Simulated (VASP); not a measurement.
# SnPt with and without spin-orbit coupling, part 3 of 4

What does spin-orbit coupling change in SnPt, and what does it cost? All runs use PBEsol. Left out of this account: 1 further run (fields: a reference on another mesh). The start is a cell from a database of measured crystal structures.

VASP 6.6.1, plane waves and PAW; the level of theory is named at each step.

Still holding for the runs below: The k-mesh is coarse for a metal.

So far. Step 3 (Band structure (PBEsol + SOC)): Of the bands kept, 8 cross the Fermi level on this path (spinor bands, one electron each). Step 4 (Total and projected DOS (PBEsol)): Of the states within 0.3 eV of the Fermi level, the largest shares in the PAW spheres are Pt d 37 %, Sn p 20 % and Pt p 12 %. The rest lies in smaller channels or between the spheres.

## (5) Total and projected DOS (PBEsol + SOC)

This step: PBEsol, spin-orbit coupling; plane waves and PAW (Sn_d, Pt) (VASP 6.6.1).

Here the states are counted by energy and projected on the atoms.

The input, INCAR:

```
SYSTEM = SnPt
PREC = Accurate
ENCUT = 400
EDIFF = 1E-06
NELM = 100
ISMEAR = -5
SIGMA = 0.05
LREAL = .FALSE.
ALGO = Normal
GGA = PS
LNONCOLLINEAR = .TRUE.
MAGMOM = 0 0 0 0 0 0 0 0 0 0 0 0
NBANDS = 60
GGA_COMPAT = .FALSE.
LASPH = .TRUE.
LSORBIT = .TRUE.
LMAXMIX = 4
LORBIT = 11
LWAVE = .FALSE.
LCHARG = .FALSE.
KPAR = 4
NEDOS = 2001
```

The input, POSCAR:

```
SnPt
1.0
    4.1014000000      0.0000000000      0.0000000000
   -2.0507000000      3.5519165911      0.0000000000
    0.0000000000      0.0000000000      5.4405000000
Sn Pt
2 2
Direct
    0.3333333333      0.6666666667      0.2500000000
    0.6666666667      0.3333333333      0.7500000000
    0.0000000000      0.0000000000      0.0000000000
    0.0000000000      0.0000000000      0.5000000000
```

The input, KPOINTS:

```
Automatic mesh
0
Gamma
7 7 5
0 0 0
```

The projector-augmented-wave data sets are Sn_d and Pt (PBE family, release 64).

Started as:

```bash
mpirun -np 4 vasp_ncl
```

Log:

```text
[... set-up lines as in an earlier step ...]
 entering main loop
       N       E                     dE             d eps       ncg     rms          rms(c)
DAV:   1     0.531145156648E+03    0.53115E+03   -0.18401E+04  3192   0.205E+03
DAV:   2     0.665535654562E+02   -0.46459E+03   -0.44434E+03  2888   0.612E+02
DAV:   3    -0.204966525753E+02   -0.87050E+02   -0.81483E+02  3056   0.203E+02
DAV:   4    -0.262080565892E+02   -0.57114E+01   -0.55736E+01  3420   0.570E+01
DAV:   5    -0.263818075868E+02   -0.17375E+00   -0.17337E+00  3492   0.100E+01    0.146E+01
DAV:   6    -0.256695402393E+02    0.71227E+00   -0.25779E+00  3132   0.109E+01    0.700E+00
DAV:   7    -0.255521219677E+02    0.11742E+00   -0.21382E-01  3728   0.520E+00    0.419E+00
DAV:   8    -0.255235829372E+02    0.28539E-01   -0.47991E-02  3596   0.167E+00    0.149E+00
DAV:   9    -0.255198985001E+02    0.36844E-02   -0.91129E-03  3632   0.755E-01    0.240E-01
DAV:  10    -0.255196048407E+02    0.29366E-03   -0.18354E-03  3808   0.523E-01    0.774E-02
DAV:  11    -0.255195894691E+02    0.15372E-04   -0.11427E-04  3244   0.928E-02    0.346E-02
DAV:  12    -0.255195777047E+02    0.11764E-04   -0.13573E-05  3828   0.454E-02    0.171E-02
DAV:  13    -0.255195753838E+02    0.23209E-05   -0.23747E-06  2900   0.158E-02    0.246E-03
DAV:  14    -0.255195766519E+02   -0.12681E-05   -0.31996E-07  1664   0.628E-03    0.200E-03
DAV:  15    -0.255195765239E+02    0.12806E-06   -0.72589E-08  1584   0.228E-03
   1 F= -.25519577E+02 E0= -.25519577E+02  d E =0.000000E+00  mag=     0.0000    -0.0000    -0.0000
 [... a notice as in an earlier step ...]
```

Wall time 56 s (4 MPI ranks of Intel Xeon Platinum 8259CL at 2.50GHz (Skylake/Cascade Lake), shared host); peak memory 1.4 GiB; 3.7 min of CPU time.

Parts of OUTCAR (step 5):

```text
   NELECT =      48.0000    total number of electrons

 E-fermi :   9.7895

 k-point     1 :       0.0000    0.0000    0.0000
  band No.  band energies     occupation
    ...
     40       6.9979      1.00000
     41       7.6280      1.00000
     42       7.6280      1.00000
     43       8.1726      1.00000
     44       8.1726      1.00000
     45      11.0099     -0.01059
     46      11.0099     -0.01059
     47      11.0763      0.00000
     48      11.0763      0.00000
     49      12.0520      0.00000
    ...

  Total        0.8077636      0.8077636      0.4261679     -0.0000000     -0.0000000      0.0000000
  in kB       16.3290585     16.3290585      8.6150473     -0.0000000     -0.0000000      0.0000000
  external PRESSURE =      13.7577214 kB  Pullay stress =       0.0000000 kB

  FREE ENERGIE OF THE ION-ELECTRON SYSTEM (eV)
  ---------------------------------------------------
  free  energy   TOTEN  =       -25.5195765239 eV

  energy  without entropy=      -25.5195765239  energy(sigma->0) =      -25.51957652

 Spin-Orbit-Coupling matrix elements
 Ion:    1  E_soc:     -0.1060583
 Ion:    2  E_soc:     -0.1060583
 Ion:    3  E_soc:     -0.6532108
 Ion:    4  E_soc:     -0.6532108

 magnetization (x)
# of ion       s       p       d       tot
------------------------------------------
    1       -0.000   0.000  -0.000  -0.000
    2       -0.000   0.000   0.000  -0.000
    3        0.000  -0.000   0.000   0.000
    4        0.000  -0.000   0.000  -0.000
--------------------------------------------------
tot         -0.000  -0.000   0.000  -0.000

 magnetization (y)
# of ion       s       p       d       tot
------------------------------------------
    1        0.000   0.000   0.000   0.000
    2        0.000   0.000   0.000   0.000
    3       -0.000   0.000   0.000   0.000
    4        0.000   0.000   0.000   0.000
--------------------------------------------------
tot         -0.000   0.000   0.000   0.000

 magnetization (z)
# of ion       s       p       d       tot
------------------------------------------
    1        0.000   0.000   0.000   0.000
    2        0.000   0.000   0.000   0.000
    3        0.000   0.000   0.000   0.000
    4        0.000   0.000   0.000   0.000
--------------------------------------------------
tot          0.000   0.000   0.000   0.000

[... 10 parts as in an earlier step ...]

[... 8 further parts left out ...]
```

This step gave:

```
electronic steps       : 15
bands                  : 60
free energy (TOTEN)    : -25.52 eV
Fermi energy           : 9.790 eV
pressure               : 1.376 GPa
DOS at the Fermi level : 1.528 states/eV/cell
```

On-site spin-orbit energy by atom:

| atom | on-site spin-orbit energy (eV) |
| --- | --- |
| Sn1 | -0.106 |
| Sn2 | -0.106 |
| Pt3 | -0.653 |
| Pt4 | -0.653 |

The density of states has structure finer than the step of the table below, so its rows give means over 0.5 eV, whole bins alone (the curve runs from -12.0 to -0.224 eV). Peaks (eV: height): total -5.57: 11.2, -4.76: 9.18, -3.95: 8.90, -3.30: 9.19; Pt d -5.57: 6.59, -3.95: 6.27, -3.30: 6.41, -2.73: 6.32; Sn p -5.57: 1.53, -5.25: 0.842, -4.76: 0.952, -3.95: 0.681; Pt p -8.16: 0.397, -3.87: 0.332, -3.30: 0.486, -2.49: 0.339; Pt s -5.97: 0.297, -5.57: 0.553, -4.76: 0.309, -3.30: 0.310.

States under -12.0 eV and over -0.2 eV are left out. Table of density of states by energy, zero at the Fermi level; means over each step; values in states/eV/cell:

| energy (eV) | total | Pt d | Sn p | Pt p | Pt s | Sn s |
| --- | --- | --- | --- | --- | --- | --- |
| -11.5 | 0.0163 | 7.2e-6 | 8.1e-5 | 8.1e-5 | 0.00437 | 0.00665 |
| -11.0 | 0.259 | 7.5e-4 | 0.00311 | 0.00350 | 0.0662 | 0.105 |
| -10.5 | 0.492 | 0.00406 | 0.0100 | 0.0119 | 0.116 | 0.200 |
| -10.0 | 0.624 | 0.0138 | 0.0166 | 0.0212 | 0.133 | 0.256 |
| -9.5 | 0.779 | 0.0405 | 0.0235 | 0.0315 | 0.142 | 0.324 |
| -9.0 | 1.29 | 0.126 | 0.0377 | 0.0561 | 0.188 | 0.556 |
| -8.5 | 1.84 | 0.274 | 0.0317 | 0.0979 | 0.147 | 0.870 |
| -8.0 | 2.40 | 0.522 | 0.0253 | 0.132 | 0.0520 | 1.19 |
| -7.5 | 0.244 | 0.0570 | 0.00620 | 0.0136 | 0.00882 | 0.112 |
| -7.0 | 0.360 | 0.142 | 0.0326 | 0.00959 | 0.0734 | 0.0432 |
| -6.5 | 0.969 | 0.425 | 0.103 | 0.0317 | 0.181 | 0.0615 |
| -6.0 | 1.84 | 0.905 | 0.219 | 0.0631 | 0.255 | 0.0704 |
| -5.5 | 5.76 | 3.48 | 0.750 | 0.146 | 0.260 | 0.0511 |
| -5.0 | 4.66 | 3.21 | 0.458 | 0.119 | 0.131 | 0.0239 |
| -4.5 | 3.17 | 2.10 | 0.350 | 0.0717 | 0.133 | 0.0305 |
| -4.0 | 6.26 | 4.32 | 0.553 | 0.199 | 0.166 | 0.0885 |
| -3.5 | 5.66 | 4.04 | 0.349 | 0.224 | 0.183 | 0.0949 |
| -3.0 | 4.80 | 3.71 | 0.204 | 0.147 | 0.121 | 0.0389 |
| -2.5 | 5.15 | 3.80 | 0.278 | 0.255 | 0.143 | 0.0600 |
| -2.0 | 2.89 | 2.18 | 0.171 | 0.140 | 0.0470 | 0.0484 |
| -1.5 | 2.41 | 1.47 | 0.245 | 0.178 | 0.0715 | 0.0808 |
| -1.0 | 1.52 | 0.714 | 0.231 | 0.158 | 0.0566 | 0.0633 |
| -0.5 | 1.70 | 0.680 | 0.314 | 0.200 | 0.0536 | 0.0692 |

The DOS at the Fermi level goes from 1.49 to 1.53 states/eV/cell, a number that is sensitive to the mesh. The run took 4.2 times the core time, with 60 spinor bands against 38. Of the states within 0.3 eV of the Fermi level, the largest shares in the PAW spheres are Pt d 39 %, Sn p 19 % and Pt p 12 %. The rest lies in smaller channels or between the spheres.

## (6) Full relaxation (PBEsol)

This step: PBEsol; plane waves and PAW (Sn_d, Pt) (VASP 6.6.1).

Last, the cell itself: ISIF = 3 frees volume, shape and positions, first without the coupling.

The input, INCAR:

```
SYSTEM = SnPt
PREC = Accurate
ENCUT = 400
EDIFF = 1E-06
NELM = 100
ISMEAR = -1
SIGMA = 0.05
LREAL = .FALSE.
ALGO = Normal
GGA = PS
NBANDS = 30
LASPH = .TRUE.
LORBIT = 11
LWAVE = .FALSE.
LCHARG = .FALSE.
KPAR = 4
IBRION = 2
NSW = 60
ISIF = 3
EDIFFG = -0.01
```

POSCAR is that of step 5.

KPOINTS is that of step 5.

Started as:

```bash
mpirun -np 4 vasp_std
```

Log:

```text
[... set-up lines as in an earlier step ...]
 entering main loop
       N       E                     dE             d eps       ncg     rms          rms(c)
DAV:   1     0.434467815122E+03    0.43447E+03   -0.19995E+04  1538   0.203E+03
DAV:   2     0.281443015378E+02   -0.40632E+03   -0.38958E+03  1466   0.545E+02
DAV:   3    -0.235934604534E+02   -0.51738E+02   -0.49725E+02  1652   0.163E+02
DAV:   4    -0.255551716005E+02   -0.19617E+01   -0.19498E+01  1642   0.345E+01
DAV:   5    -0.256166976469E+02   -0.61526E-01   -0.61517E-01  1950   0.619E+00    0.128E+01
DAV:   6    -0.249144603527E+02    0.70224E+00   -0.25281E+00  1620   0.105E+01    0.554E+00
DAV:   7    -0.248000774039E+02    0.11438E+00   -0.21481E-01  1832   0.502E+00    0.302E+00
DAV:   8    -0.247691886822E+02    0.30889E-01   -0.67873E-02  1814   0.209E+00    0.320E-01
DAV:   9    -0.247681828072E+02    0.10059E-02   -0.48413E-03  1852   0.828E-01    0.155E-01
DAV:  10    -0.247680878094E+02    0.94998E-04   -0.91022E-04  1828   0.331E-01    0.426E-02
DAV:  11    -0.247680842664E+02    0.35430E-05   -0.41614E-05  1596   0.636E-02    0.189E-02
DAV:  12    -0.247680853968E+02   -0.11304E-05   -0.51105E-06  1588   0.220E-02    0.259E-03
DAV:  13    -0.247680853569E+02    0.39837E-07   -0.58061E-07   906   0.550E-03
   1 F= -.24768085E+02 E0= -.24760231E+02  d E =-.247681E+02
 curvature:   0.00 expect dE= 0.000E+00 dE for cont linesearch  0.000E+00
 trial: gam= 0.00000 g(F)=  0.544E-46 g(S)=  0.144E-01 ort = 0.000E+00 (trialstep = 0.100E+01)
 search vector abs. value=  0.144E-01
 bond charge predicted
       N       E                     dE             d eps       ncg     rms          rms(c)
DAV:   1    -0.250422815967E+02   -0.27420E+00   -0.55049E+00  1812   0.285E+01    0.316E+00
DAV:   2    -0.248003087782E+02    0.24197E+00   -0.68810E-01  1608   0.791E+00    0.121E+00
DAV:   3    -0.247714580761E+02    0.28851E-01   -0.51645E-02  1824   0.293E+00    0.568E-01
DAV:   4    -0.247637473221E+02    0.77108E-02   -0.23231E-02  1958   0.187E+00    0.113E-01
DAV:   5    -0.247633405857E+02    0.40674E-03   -0.16144E-03  1722   0.439E-01    0.632E-02
DAV:   6    -0.247632599200E+02    0.80666E-04   -0.13818E-04  1608   0.916E-02    0.196E-02
DAV:   7    -0.247632555516E+02    0.43684E-05   -0.13276E-05  1936   0.296E-02    0.538E-03
DAV:   8    -0.247632553188E+02    0.23274E-06   -0.23512E-06  1176   0.138E-02
   2 F= -.24763255E+02 E0= -.24754221E+02  d E =0.483004E-02
[...]
3 F= -.24770745E+02 E0= -.24762452E+02  d E =-.265919E-02
[...]
4 F= -.24770743E+02 E0= -.24762460E+02  d E =-.265798E-02
 curvature:  -0.18 expect dE=-0.475E-04 dE for cont linesearch -0.223E-05
 ZBRENT: accuracy reached
 trial: gam=-0.01105 g(F)=  0.396E-46 g(S)=  0.261E-03 ort = 0.420E-03 (trialstep = 0.873E+00)
 search vector abs. value=  0.253E-03
 bond charge predicted
       N       E                     dE             d eps       ncg     rms          rms(c)
DAV:   1    -0.247715094305E+02   -0.76601E-03   -0.28113E-02  1542   0.113E+00    0.145E-01
DAV:   2    -0.247710651283E+02    0.44430E-03   -0.10191E-03  1758   0.378E-01    0.816E-02
DAV:   3    -0.247708907388E+02    0.17439E-03   -0.14874E-04  2030   0.152E-01    0.325E-02
DAV:   4    -0.247708630548E+02    0.27684E-04   -0.60937E-05  2068   0.804E-02    0.777E-03
DAV:   5    -0.247708632418E+02   -0.18705E-06   -0.10720E-05  1534   0.257E-02    0.249E-03
DAV:   6    -0.247708631506E+02    0.91200E-07   -0.18422E-07   732   0.500E-03
   5 F= -.24770863E+02 E0= -.24762450E+02  d E =-.119813E-03
 trial-energy change:   -0.000120  1 .order   -0.000122   -0.000224   -0.000020
 step:   0.9564(harm=  0.9564)  dis= 0.00000  next Energy=   -24.770866 (dE=-0.123E-03)
 reached required accuracy - stopping structural energy minimisation
```

Run time: 34 s. Hardware: 4 MPI ranks; peak memory 0.79 GiB; 2.2 min of CPU time.

OUTCAR, selected parts (step 6):

```text
   k-points           NKPTS =     24   k-points in BZ     NKDIM =     24   number of bands    NBANDS=     30

   NELECT =      48.0000    total number of electrons

 E-fermi :   9.6669

 k-point     1 :       0.0000    0.0000    0.0000
  band No.  band energies     occupation
    ...
     18       5.5193      2.00000
     19       6.4545      2.00000
     20       6.4545      2.00000
     21       7.7580      2.00000
     22       7.7580      2.00000
     23      10.9199      0.00000
     24      11.4402      0.00000
     25      11.4402      0.00000
     26      13.4418      0.00000
     27      14.4832      0.00000
    ...

  Total        0.0165805      0.0165805      0.0024476      0.0000000      0.0000000      0.0000000
  in kB        0.3323580      0.3323580      0.0490623      0.0000000      0.0000000      0.0000000
  external PRESSURE =       0.2379261 kB  Pullay stress =       0.0000000 kB

 POSITION                                       TOTAL-FORCE (eV/Angst)
 -----------------------------------------------------------------------------------
     -0.00000      2.37644      1.36187        -0.000000      0.000000      0.000000
      2.05806      1.18822      4.08561        -0.000000     -0.000000      0.000000
      0.00000      0.00000      0.00000         0.000000     -0.000000      0.000000
      0.00000      0.00000      2.72374         0.000000     -0.000000      0.000000
 -----------------------------------------------------------------------------------
    total drift:                               -0.000000      0.000000     -0.000000

  FREE ENERGIE OF THE ION-ELECTRON SYSTEM (eV)
  ---------------------------------------------------
  free  energy   TOTEN  =       -24.7708631506 eV

  energy  without entropy=      -24.7540378065  energy(sigma->0) =      -24.76245048

 reached required accuracy - stopping structural energy minimisation

[... 7 parts as in an earlier step ...]

[... 9 further parts left out ...]
```

CONTCAR:

```
SnPt
   1.00000000000000
     4.1161222409243976   -0.0000000000000000    0.0000000000000000
    -2.0580611204621988    3.5646664257413634    0.0000000000000000
     0.0000000000000000    0.0000000000000000    5.4474859990234439
  Sn              Pt
     2     2
Direct
     0.3333333332999970    0.6666666667000030    0.2500000000000000
     0.6666666667000030    0.3333333332999970    0.7500000000000000
     0.0000000000000000    0.0000000000000000    0.0000000000000000
     0.0000000000000000    0.0000000000000000    0.5000000000000000
```

The run keeps the 24 symmetry operations of its start, so it cannot find a distortion of lower symmetry.

The steps of the relaxation:

```csv
step,energy less that of the first step (eV),largest force (eV/Å),pressure (GPa),volume (Å³)
1,0.0000,0.0000,1.27,79.26
2,0.0048,0.0000,-2.08,81.08
3,-0.0027,0.0000,-0.04,79.93
4,-0.0027,0.0000,0.02,79.92
5,-0.0028,0.0000,0.02,79.93
```

```csv
"conventional cell, symmetrised",before,after,change
a (Å),4.101,4.116,+0.4 %
b (Å),4.101,4.116,+0.4 %
c (Å),5.441,5.447,+0.1 %
volume (Å³/atom),19.81,19.98,+0.8 %
```

The relaxed structure:

```xyz
4
Lattice="4.1161 0.0000 0.0000 -2.0581 3.5647 0.0000 0.0000 0.0000 5.4475" Properties=species:S:1:pos:R:3 pbc="T T T"
Sn    0.0000    2.3764    1.3619
Sn    2.0581    1.1882    4.0856
Pt    0.0000    0.0000    0.0000
Pt    0.0000    0.0000    2.7237
```

This step gave:

| Property | Result |
| --- | --- |
| bands | 30 |
| free energy (TOTEN) | -24.77 eV |
| energy at zero smearing | -24.76 eV |
| Fermi energy | 9.667 eV |
| pressure | 0.02379 GPa |
| SCF cycles over all ionic steps | 38 |

It ends with forces that vanish by symmetry and a pressure of 0.02 GPa.

[end of part 3 of 4]

[Lines on the potential files, build, host, timing and source positions are cut from VASP's logs without a mark.]

[Logs are printed without paths, hosts, clocks, repeated set-up lines and the standing remarks that a program may print on its own settings, such as how far it seeks lower states.]

[Hosts, paths, dates, database ids (printed as entryN), source tags and the programs' standing remarks are cut or masked in the printed files.]

[A measured line is paired with the nearest computed mode of its activity, which favours agreement.]
